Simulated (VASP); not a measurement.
OSZICAR of a VASP run on CsSnI₃ (cubic perovskite):

OSZICAR:
```
       N       E                     dE             d eps       ncg     rms          rms(c)
DAV:   1     0.346105400523E+03    0.34611E+03   -0.17244E+04   520   0.145E+03
DAV:   2     0.350413776962E+02   -0.31106E+03   -0.30453E+03   604   0.302E+02
DAV:   3    -0.654103846452E+01   -0.41582E+02   -0.41387E+02   636   0.121E+02
DAV:   4    -0.804642580105E+01   -0.15054E+01   -0.15019E+01   612   0.273E+01
DAV:   5    -0.808490496611E+01   -0.38479E-01   -0.38459E-01   764   0.442E+00    0.880E+00
DAV:   6     0.135724539590E+01    0.94422E+01   -0.59232E+00   520   0.289E+01    0.427E+00
DAV:   7     0.889494201330E+01    0.75377E+01   -0.66456E+00   520   0.242E+01    0.139E+00
DAV:   8     0.877981514232E+01   -0.11513E+00   -0.37850E-01   592   0.666E+00    0.778E-01
DAV:   9     0.876112107981E+01   -0.18694E-01   -0.27266E-01   524   0.481E+00    0.393E-01
DAV:  10     0.869545584801E+01   -0.65665E-01   -0.22269E-01   524   0.475E+00    0.423E-01
DAV:  11     0.869442864218E+01   -0.10272E-02   -0.38537E-03   640   0.581E-01    0.241E-01
DAV:  12     0.867735605605E+01   -0.17073E-01   -0.26298E-02   530   0.152E+00    0.113E-01
DAV:  13     0.867488421056E+01   -0.24718E-02   -0.82261E-03   532   0.850E-01    0.538E-02
DAV:  14     0.867331128672E+01   -0.15729E-02   -0.10911E-03   546   0.313E-01    0.265E-02
DAV:  15     0.867264911460E+01   -0.66217E-03   -0.32658E-04   540   0.185E-01    0.174E-02
DAV:  16     0.867256520469E+01   -0.83910E-04   -0.10240E-04   596   0.933E-02    0.102E-02
DAV:  17     0.867254345338E+01   -0.21751E-04   -0.67925E-05   556   0.735E-02    0.721E-03
DAV:  18     0.867249541853E+01   -0.48035E-04   -0.61116E-05   538   0.791E-02    0.396E-03
DAV:  19     0.867248614182E+01   -0.92767E-05   -0.53288E-06   592   0.215E-02    0.304E-03
DAV:  20     0.867248637762E+01    0.23579E-06   -0.29613E-07   550   0.513E-03    0.245E-03
DAV:  21     0.867248611026E+01   -0.26736E-06   -0.48951E-07   540   0.706E-03    0.803E-04
DAV:  22     0.867248542203E+01   -0.68822E-06   -0.29285E-07   530   0.573E-03    0.543E-04
DAV:  23     0.867248514026E+01   -0.28177E-06   -0.37855E-08   348   0.219E-03    0.338E-04
DAV:  24     0.867248509314E+01   -0.47123E-07   -0.75553E-09   320   0.845E-04
   1 F= 0.86724851E+01 E0= 0.86724851E+01  d E =0.000000E+00
       N       E                     dE             ncg
       N       E                     dE             ncg
       N       E                     dE             ncg
       N       E                     dE             ncg
       N       E                     dE             ncg
       N       E                     dE             ncg
```

**Question.** Which electronic solver shows in the log?

**Answer.** It is blocked Davidson (ALGO = Normal, or the opening steps of other solvers). The INCAR had ALGO = Normal.

**Question.** Can the final energy be trusted as converged?

**Answer.** Self-consistency was reached. It stopped with EDIFF = 1E-7, NELM = 100 (MS2 meta-GGA, plane waves, VASP's PBE PAW potentials (set 64)).

The compound is CsSnI3 in the cubic perovskite structure, the ideal cubic form; the compound distorts at low or room temperature. It was relaxed first.
